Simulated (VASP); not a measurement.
Input of a VASP 6.6.1 run:

Contents of INCAR:

```
ALGO = Fast
EDIFF = 1E-7
ENCUT = 520
GGA = CA
ISIF = 2
ISMEAR = 0
LASPH = T
LCHARG = F
LREAL = F
LWAVE = F
NBANDS = 32
NELM = 100
PREC = Accurate
SIGMA = 0.1
```

The input KPOINTS:

```
k-points
0
Gamma
  8 8 12
```

POSCAR

```
BPd2
1.0
    4.6428598949      0.0000000000      0.0000000000
    0.0000000000      5.0546172308      0.0000000000
    0.0000000000      0.0000000000      3.0941303501
B Pd
2 4
Direct
    0.0000000000      0.0000000000      0.0000000000
    0.5000000000      0.5000000000      0.5000000000
    0.2514587407      0.3448042842      0.0000000000
    0.7485412593      0.6551957158      0.0000000000
    0.7514587407      0.1551957158      0.5000000000
    0.2485412593      0.8448042842      0.5000000000
```

Potentials or basis: VASP PAW LDA potentials, release 64 (B, Pd).

Launch:

```sh
$ cat potpaw_LDA.64/B/POTCAR potpaw_LDA.64/Pd/POTCAR > POTCAR
$ mpirun -np 1 vasp_std > vasp.out
```

Q: Estimate the band gap on the k mesh.

A: None (metal or under the smearing width).

Q: What does it give for the largest force?

A: 0.019 eV/Å.

Q: Estimate the pressure.

A: 0.8 GPa.

Stress tensor (GPa, compression positive):
```
0.75 0.00 0.00
0.00 0.74 0.00
0.00 0.00 0.83
```
